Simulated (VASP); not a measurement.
These are LDA (Ceperley-Alder, Perdew-Zunger), VASP's LDA PAW potentials (set 64) (plane waves; VASP 6.6.1) values and carry that method's errors.

VASP ran on this input.

**INCAR**
```
! general
SYSTEM = CaC2
PREC   = Accurate
ENCUT  = 400   ! plane-wave cut-off (eV)
LREAL  = .FALSE.
LASPH  = .TRUE.

! electronic loop
EDIFF  = 1E-6
NELM   = 100   ! most electronic steps
ALGO   = Normal   ! blocked Davidson

! smearing
ISMEAR = 0
SIGMA  = 0.01

! ions
IBRION = 2
NSW    = 50
ISIF   = 3   ! ions, shape and volume
EDIFFG = -0.01

! output
LWAVE  = .FALSE.
LCHARG = .FALSE.
```

**KPOINTS**
```
Automatic mesh
0
Gamma
7 6 3
0 0 0
```

### POSCAR
```
CaC2
1
    3.8762460000     0.0000000000     0.0000000000
    1.8496410000     3.5393480000     0.0000000000
    0.4117880000     1.0069440000     7.2199330000
Ca C
2 4
Direct
  0.2255500000   0.9806000000   0.7524700000
  0.7744500000   0.0194000000   0.2475300000
  0.1314500000   0.4005100000   0.0601600000
  0.8685500000   0.5994900000   0.9398400000
  0.4481600000   0.6344100000   0.4339600000
  0.5518400000   0.3655900000   0.5660400000
```

POTCAR, in this order: Ca_sv C (LDA.64 set). Program: vasp_std.

Output

OSZICAR:
```
...
DAV:   4    -0.444293171368E+02   -0.40995E-06   -0.12801E-05  4696   0.192E-02    0.384E-03
DAV:   5    -0.444293172396E+02   -0.10285E-06   -0.34892E-07  1684   0.500E-03
  17 F= -.44429317E+02 E0= -.44429317E+02  d E =-.159173E-03
       N       E                     dE             d eps       ncg     rms          rms(c)
DAV:   1    -0.444302274661E+02   -0.91033E-03   -0.60627E-02  2816   0.207E+00    0.144E-01
DAV:   2    -0.444298199158E+02    0.40755E-03   -0.19193E-03  3888   0.366E-01    0.808E-02
DAV:   3    -0.444296331243E+02    0.18679E-03   -0.70159E-04  3230   0.213E-01    0.153E-02
DAV:   4    -0.444296365354E+02   -0.34111E-05   -0.11491E-04  4704   0.580E-02    0.113E-02
DAV:   5    -0.444296374670E+02   -0.93155E-06   -0.42907E-06  3424   0.157E-02
  18 F= -.44429637E+02 E0= -.44429637E+02  d E =-.479400E-03
       N       E                     dE             d eps       ncg     rms          rms(c)
DAV:   1    -0.444319326498E+02   -0.22961E-02   -0.24310E-01  2816   0.416E+00    0.289E-01
DAV:   2    -0.444302923291E+02    0.16403E-02   -0.76935E-03  3866   0.733E-01    0.162E-01
DAV:   3    -0.444295430475E+02    0.74928E-03   -0.28144E-03  3256   0.427E-01    0.308E-02
DAV:   4    -0.444295569015E+02   -0.13854E-04   -0.46052E-04  4698   0.116E-01    0.227E-02
DAV:   5    -0.444295607580E+02   -0.38565E-05   -0.17643E-05  4106   0.314E-02    0.152E-02
DAV:   6    -0.444295637633E+02   -0.30053E-05   -0.92998E-06  4276   0.237E-02    0.210E-03
DAV:   7    -0.444295638787E+02   -0.11546E-06   -0.55357E-07  1924   0.602E-03
  19 F= -.44429564E+02 E0= -.44429564E+02  d E =-.405812E-03
       N       E                     dE             d eps       ncg     rms          rms(c)
DAV:   1    -0.444304731555E+02   -0.90939E-03   -0.77047E-02  2816   0.234E+00    0.162E-01
DAV:   2    -0.444299584261E+02    0.51473E-03   -0.24763E-03  3914   0.413E-01    0.917E-02
DAV:   3    -0.444297176305E+02    0.24080E-03   -0.89441E-04  3224   0.241E-01    0.172E-02
DAV:   4    -0.444297219420E+02   -0.43115E-05   -0.14724E-04  4650   0.651E-02    0.126E-02
DAV:   5    -0.444297231124E+02   -0.11704E-05   -0.53549E-06  3464   0.175E-02    0.830E-03
DAV:   6    -0.444297239743E+02   -0.86189E-06   -0.26431E-06  2938   0.134E-02
  20 F= -.44429724E+02 E0= -.44429724E+02  d E =-.565907E-03
       N       E                     dE             d eps       ncg     rms          rms(c)
DAV:   1    -0.444298165540E+02   -0.93442E-04   -0.22948E-03  2816   0.429E-01    0.362E-02
DAV:   2    -0.444297870181E+02    0.29536E-04   -0.10984E-04  4036   0.883E-02    0.209E-02
DAV:   3    -0.444297747466E+02    0.12272E-04   -0.58988E-05  4090   0.648E-02    0.466E-03
DAV:   4    -0.444297749457E+02   -0.19915E-06   -0.83318E-06  3992   0.203E-02
  21 F= -.44429775E+02 E0= -.44429775E+02  d E =-.509714E-04
       N       E                     dE             d eps       ncg     rms          rms(c)
DAV:   1    -0.444298389386E+02   -0.64192E-04   -0.25743E-03  2816   0.455E-01    0.378E-02
DAV:   2    -0.444298070580E+02    0.31881E-04   -0.12535E-04  4058   0.937E-02    0.219E-02
DAV:   3    -0.444297935184E+02    0.13540E-04   -0.66667E-05  4226   0.682E-02    0.515E-03
DAV:   4    -0.444297937649E+02   -0.24656E-06   -0.91647E-06  3956   0.213E-02
  22 F= -.44429794E+02 E0= -.44429794E+02  d E =-.697906E-04
       N       E                     dE             d eps       ncg     rms          rms(c)
DAV:   1    -0.444298238745E+02   -0.30356E-04   -0.42942E-04  2828   0.180E-01    0.147E-02
DAV:   2    -0.444298184130E+02    0.54615E-05   -0.16630E-05  3616   0.331E-02    0.787E-03
DAV:   3    -0.444298164761E+02    0.19370E-05   -0.83857E-06  3298   0.226E-02    0.189E-03
DAV:   4    -0.444298164953E+02   -0.19209E-07   -0.10735E-06  1704   0.653E-03
  23 F= -.44429816E+02 E0= -.44429816E+02  d E =-.227303E-04
       N       E                     dE             d eps       ncg     rms          rms(c)
DAV:   1    -0.444299315148E+02   -0.11504E-03   -0.38647E-03  2816   0.537E-01    0.455E-02
DAV:   2    -0.444298798198E+02    0.51695E-04   -0.16059E-04  3678   0.102E-01    0.249E-02
DAV:   3    -0.444298607193E+02    0.19100E-04   -0.77548E-05  3422   0.702E-02    0.544E-03
DAV:   4    -0.444298609660E+02   -0.24670E-06   -0.11734E-05  4484   0.191E-02    0.310E-03
DAV:   5    -0.444298611016E+02   -0.13560E-06   -0.49301E-07  1762   0.460E-03
  24 F= -.44429861E+02 E0= -.44429861E+02  d E =-.673367E-04
       N       E                     dE             d eps       ncg     rms          rms(c)
DAV:   1    -0.444301330365E+02   -0.27207E-03   -0.15560E-02  2816   0.108E+00    0.919E-02
DAV:   2    -0.444299246256E+02    0.20841E-03   -0.66521E-04  3750   0.207E-01    0.507E-02
DAV:   3    -0.444298453270E+02    0.79299E-04   -0.31000E-04  3256   0.142E-01    0.107E-02
DAV:   4    -0.444298467213E+02   -0.13943E-05   -0.51747E-05  4820   0.386E-02    0.645E-03
DAV:   5    -0.444298472795E+02   -0.55817E-06   -0.21792E-06  2956   0.891E-03
  25 F= -.44429847E+02 E0= -.44429847E+02  d E =-.535146E-04
       N       E                     dE             d eps       ncg     rms          rms(c)
DAV:   1    -0.444299652660E+02   -0.11854E-03   -0.51704E-03  2816   0.618E-01    0.529E-02
DAV:   2    -0.444298982924E+02    0.66974E-04   -0.23725E-04  3932   0.120E-01    0.298E-02
DAV:   3    -0.444298713446E+02    0.26948E-04   -0.97934E-05  3158   0.801E-02    0.593E-03
DAV:   4    -0.444298719281E+02   -0.58354E-06   -0.17838E-05  4886   0.216E-02    0.367E-03
DAV:   5    -0.444298720919E+02   -0.16372E-06   -0.63822E-07  1726   0.515E-03
  26 F= -.44429872E+02 E0= -.44429872E+02  d E =-.783269E-04
       N       E                     dE             d eps       ncg     rms          rms(c)
DAV:   1    -0.444298727443E+02   -0.81618E-06   -0.25360E-05  2846   0.446E-02    0.377E-03
DAV:   2    -0.444298723697E+02    0.37461E-06   -0.77535E-07  1600   0.805E-03
  27 F= -.44429872E+02 E0= -.44429872E+02  d E =-.786048E-04
       N       E                     dE             d eps       ncg     rms          rms(c)
DAV:   1    -0.444298795641E+02   -0.68198E-05   -0.54554E-04  2816   0.202E-01    0.175E-02
DAV:   2    -0.444298719562E+02    0.76079E-05   -0.22694E-05  3682   0.386E-02    0.950E-03
DAV:   3    -0.444298691793E+02    0.27769E-05   -0.11333E-05  3520   0.268E-02    0.211E-03
DAV:   4    -0.444298691807E+02   -0.14088E-08   -0.13040E-06  1900   0.740E-03
  28 F= -.44429869E+02 E0= -.44429869E+02  d E =-.754158E-04
       N       E                     dE             d eps       ncg     rms          rms(c)
DAV:   1    -0.444298768501E+02   -0.76708E-05   -0.27090E-04  2816   0.141E-01    0.125E-02
DAV:   2    -0.444298733385E+02    0.35116E-05   -0.13963E-05  4016   0.285E-02    0.725E-03
DAV:   3    -0.444298718103E+02    0.15282E-05   -0.51088E-06  2948   0.188E-02    0.130E-03
DAV:   4    -0.444298718074E+02    0.29208E-08   -0.56571E-07  1408   0.491E-03
  29 F= -.44429872E+02 E0= -.44429872E+02  d E =-.780425E-04
       N       E                     dE             d eps       ncg     rms          rms(c)
DAV:   1    -0.444298724141E+02   -0.60379E-06   -0.16576E-05  2816   0.352E-02    0.282E-03
DAV:   2    -0.444298721915E+02    0.22263E-06   -0.48857E-07  1408   0.602E-03
  30 F= -.44429872E+02 E0= -.44429872E+02  d E =-.784266E-04
       N       E                     dE             d eps       ncg     rms          rms(c)
DAV:   1    -0.444298748096E+02   -0.23955E-05   -0.29574E-05  2816   0.402E-02    0.245E-03
DAV:   2    -0.444298746773E+02    0.13229E-06   -0.71504E-07  2152   0.621E-03
  31 F= -.44429875E+02 E0= -.44429875E+02  d E =-.248585E-05
```

File OUTCAR:
```
------------------------ aborting loop because EDIFF is reached ----------------------------------------
  FORCE on cell =-STRESS in cart. coord.  units (eV):
  Direction    XX          YY          ZZ          XY          YZ          ZX
  --------------------------------------------------------------------------------------
  Total       -0.0216028     -0.0064200     -0.0206252     -0.0041403      0.0098508      0.0164156
  in kB       -0.3833282     -0.1139188     -0.3659821     -0.0734679      0.1747969      0.2912844
  external PRESSURE =      -0.2877431 kB  Pullay stress =       0.0000000 kB
  volume of cell :       90.29
      direct lattice vectors                 reciprocal lattice vectors
     3.740129607 -0.004144253  0.012824275     0.267208750 -0.138812592  0.002290187
     1.780885236  3.427825673 -0.018667156     0.000454174  0.291285445 -0.038326332
     0.420136343  0.924787264  7.033490363    -0.000486001  0.001026182  0.142071025
 POSITION                                       TOTAL-FORCE (eV/Angst)
 -----------------------------------------------------------------------------------
      2.89400      4.05839      5.27731         0.000054     -0.002202     -0.001306
      3.04715      0.29008      1.75033        -0.000054      0.002202      0.001306
      1.23669      1.42339      0.42345         0.008470     -0.002652     -0.000973
      4.70446      2.92508      6.60420        -0.008470      0.002652      0.000973
      2.98169      2.58320      3.04160        -0.007686      0.002252     -0.002295
      2.95946      1.76527      3.98605         0.007686     -0.002252      0.002295
 -----------------------------------------------------------------------------------
    total drift:                                0.000000     -0.000000      0.000000
  FREE ENERGIE OF THE ION-ELECTRON SYSTEM (eV)
  ---------------------------------------------------
  free  energy   TOTEN  =       -44.4298746773 eV

  energy  without entropy=      -44.4298746773  energy(sigma->0) =      -44.42987468

 reached required accuracy - stopping structural energy minimisation
```
(Selected blocks of OUTCAR.)

### CONTCAR
```
CaC2
   1.00000000000000
     3.7401296065636087   -0.0041442532990777    0.0128242750042633
     1.7808852357866616    3.4278256726527521   -0.0186671556640286
     0.4201363433262512    0.9247872639359780    7.0334903631449937
  Ca              C
     2     4
Direct
     0.2220338433197451    0.9812040699749904    0.7525116208526069
     0.7779661566802547    0.0187959300250095    0.2474883791473929
     0.1338403655659622    0.3989448419511328    0.0610191919652259
     0.8661596344340374    0.6010551580488674    0.9389808080347740
     0.4451195898335427    0.6372302605290707    0.4333250112454060
     0.5548804101664571    0.3627697394709292    0.5666749887545938
```

At this cut-off the stress carries a Pulay error, which pulls relaxed volumes low. Energy and stress use the plane-wave basis of the starting cell.

The structure comes from a computed database's CaC2 entry; how it stands against other phases isn't given here. This run relaxes it. Symmetry was kept, so distortions that lower it aren't found. The run is one of a series of settings (EDIFFG = -0.01, IBRION = 2, ISIF = 3, NSW = 50 against the base run), some of them coarse on purpose.
